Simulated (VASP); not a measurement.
Input:

```xyz
1
Lattice="-1.5508 1.5508 1.5508 1.5508 -1.5508 1.5508 1.5508 1.5508 -1.5508" Properties=species:S:1:pos:R:3 pbc="T T T"
Mo     0.0000     0.0000     0.0000
```

These are PBEsol GGA, VASP's PBE PAW potentials (set 64) (plane waves; VASP) values and carry that method's errors. Run with 520 eV cut-off, 16×16×16 Γ-centred mesh, first-order Methfessel-Paxton smearing of 0.10 eV, potentials Mo_sv.

Problem. Give the stress tensor in GPa (positive for a compressed cell).

Solution. 
```
8.48  0.00  0.00
0.00  8.48  0.00
0.00  0.00  8.48
```
The pressure is its mean diagonal, 8.48 GPa.

The compound is Mo in the bcc structure. This cell is one point of a volume scan, at 0.97 of the reference volume.
